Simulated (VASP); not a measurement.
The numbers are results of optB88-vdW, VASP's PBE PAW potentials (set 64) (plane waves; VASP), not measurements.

Input for VASP

KPOINTS:
```
Automatic mesh
0
Gamma
14 14 13
0 0 0
```

**POSCAR**
```
WC
1
    1.4498400546    -2.5111967131     0.0000000000
    1.4498400546     2.5111967131     0.0000000000
    0.0000000000     0.0000000000     2.8244872275
W C
1 1
Direct
  0.0000000000   0.0000000000   0.0000000000
  0.3333330000   0.6666670000   0.5000000000
```

INCAR:
```
PARAM1 = 0.1833333333
ENCUT = 520   # plane-wave cut-off (eV)
LREAL = F   # projection in real space or not
NSW = 30
PARAM2 = 0.22
PREC = Accurate
NELM = 100
LASPH = T   # aspherical one-centre terms
ALGO = Normal   # blocked Davidson
LCHARG = F
LUSE_VDW = T
EDIFF = 1E-7   # SCF stop (eV)
SIGMA = 0.1   # width (eV)
SYSTEM = WC
EDIFFG = -0.01   # ionic stop
LMAXMIX = 6
IBRION = 2
GGA = BO
ISMEAR = 1   # Methfessel-Paxton
ISIF = 4   # ions and shape, fixed volume
LWAVE = F
AGGAC = 0.0
```

POTCAR, in this order: W_sv C (PBE.64 set). Program: vasp_std.

The run wrote:

### OSZICAR
```
       N       E                     dE             d eps       ncg     rms          rms(c)
DAV:   1     0.115759072159E+03    0.11576E+03   -0.98612E+03  4368   0.154E+03
DAV:   2    -0.172425139537E+02   -0.13300E+03   -0.12952E+03  5003   0.383E+02
DAV:   3    -0.211958174548E+02   -0.39533E+01   -0.39259E+01  5266   0.614E+01
DAV:   4    -0.212340739082E+02   -0.38256E-01   -0.38230E-01  4818   0.642E+00
DAV:   5    -0.212343889120E+02   -0.31500E-03   -0.31499E-03  5103   0.600E-01    0.322E+01
DAV:   6    -0.180898817769E+02    0.31445E+01   -0.10354E+01  4888   0.325E+01    0.821E+00
DAV:   7    -0.180246089913E+02    0.65273E-01   -0.48060E-01  4538   0.641E+00    0.632E+00
DAV:   8    -0.180053890356E+02    0.19220E-01   -0.65021E-02  4828   0.250E+00    0.104E+00
DAV:   9    -0.180040714183E+02    0.13176E-02   -0.38530E-03  4708   0.475E-01    0.143E-01
DAV:  10    -0.180041590306E+02   -0.87612E-04   -0.31392E-04  5048   0.227E-01    0.880E-02
DAV:  11    -0.180041573681E+02    0.16625E-05   -0.25459E-05  4843   0.447E-02    0.145E-02
DAV:  12    -0.180041560240E+02    0.13441E-05   -0.75421E-06  4768   0.288E-02    0.537E-03
DAV:  13    -0.180041560395E+02   -0.15500E-07   -0.17010E-07  3234   0.448E-03
   1 F= -.18004156E+02 E0= -.18004115E+02  d E =-.180042E+02
       N       E                     dE             d eps       ncg     rms          rms(c)
DAV:   1    -0.180111663938E+02   -0.70104E-02   -0.26254E-01  4373   0.618E+00    0.431E-01
DAV:   2    -0.180058010157E+02    0.53654E-02   -0.11606E-02  4633   0.107E+00    0.231E-01
DAV:   3    -0.180038692481E+02    0.19318E-02   -0.36071E-03  4718   0.561E-01    0.835E-02
DAV:   4    -0.180038287336E+02    0.40514E-04   -0.22227E-04  4828   0.144E-01    0.377E-02
DAV:   5    -0.180038254993E+02    0.32343E-05   -0.20520E-05  4643   0.450E-02    0.756E-03
DAV:   6    -0.180038246694E+02    0.82985E-06   -0.31582E-06  4858   0.175E-02    0.248E-03
DAV:   7    -0.180038245973E+02    0.72146E-07   -0.14305E-07  3045   0.408E-03
   2 F= -.18003825E+02 E0= -.18003793E+02  d E =0.331442E-03
       N       E                     dE             d eps       ncg     rms          rms(c)
DAV:   1    -0.180069698055E+02   -0.31451E-02   -0.83963E-02  4373   0.350E+00    0.245E-01
DAV:   2    -0.180052402445E+02    0.17296E-02   -0.37125E-03  4633   0.606E-01    0.130E-01
DAV:   3    -0.180046386767E+02    0.60157E-03   -0.11216E-03  4703   0.314E-01    0.489E-02
DAV:   4    -0.180046246072E+02    0.14070E-04   -0.71898E-05  4843   0.820E-02    0.217E-02
DAV:   5    -0.180046232534E+02    0.13538E-05   -0.65953E-06  4588   0.260E-02    0.449E-03
DAV:   6    -0.180046230684E+02    0.18498E-06   -0.91000E-07  4833   0.970E-03    0.140E-03
DAV:   7    -0.180046230738E+02   -0.54306E-08   -0.34772E-08  2219   0.208E-03
   3 F= -.18004623E+02 E0= -.18004583E+02  d E =-.467034E-03
```

OUTCAR:
```
------------------------ aborting loop because EDIFF is reached ----------------------------------------
  FORCE on cell =-STRESS in cart. coord.  units (eV):
  Direction    XX          YY          ZZ          XY          YZ          ZX
  --------------------------------------------------------------------------------------
  Total        1.5982639      1.5982640      1.5981234     -0.0000000      0.0000000     -0.0000000
  in kB      124.5055286    124.5055364    124.4945828     -0.0000000      0.0000000     -0.0000000
  external PRESSURE =     124.5018826 kB  Pullay stress =       0.0000000 kB
  volume of cell :       20.57
      direct lattice vectors                 reciprocal lattice vectors
     1.447987962 -2.507988797 -0.000000000     0.345306738 -0.199362932 -0.000000000
     1.447987962  2.507988797 -0.000000000     0.345306738  0.199362932  0.000000000
    -0.000000000 -0.000000000  2.831717336     0.000000000  0.000000000  0.353142592
 POSITION                                       TOTAL-FORCE (eV/Angst)
 -----------------------------------------------------------------------------------
     -0.00000     -0.00000      2.83172         0.000000     -0.000000     -0.000000
      1.44799      0.83600      1.41586        -0.000000      0.000000      0.000000
 -----------------------------------------------------------------------------------
    total drift:                               -0.000000     -0.000394      0.000000
  FREE ENERGIE OF THE ION-ELECTRON SYSTEM (eV)
  ---------------------------------------------------
  free  energy   TOTEN  =       -18.0046230738 eV

  energy  without entropy=      -18.0045037056  energy(sigma->0) =      -18.00458328

 reached required accuracy - stopping structural energy minimisation
```
(Selected blocks of OUTCAR.)

**CONTCAR**
```
WC
   1.00000000000000
     1.4479879622723866   -2.5079887973603854   -0.0000000000000000
     1.4479879622723866    2.5079887973603854   -0.0000000000000000
    -0.0000000000000000   -0.0000000000000000    2.8317173356114851
  W               C
     1     1
Direct
     0.0000000000000000    0.0000000000000000    1.0000000000000000
     0.3333330000000032    0.6666669999999968    0.5000000000000000
```

The compound is WC in the wc structure. This cell is one point of a volume scan, at 0.97 of the reference volume. Symmetry was kept, so distortions that lower it aren't found.
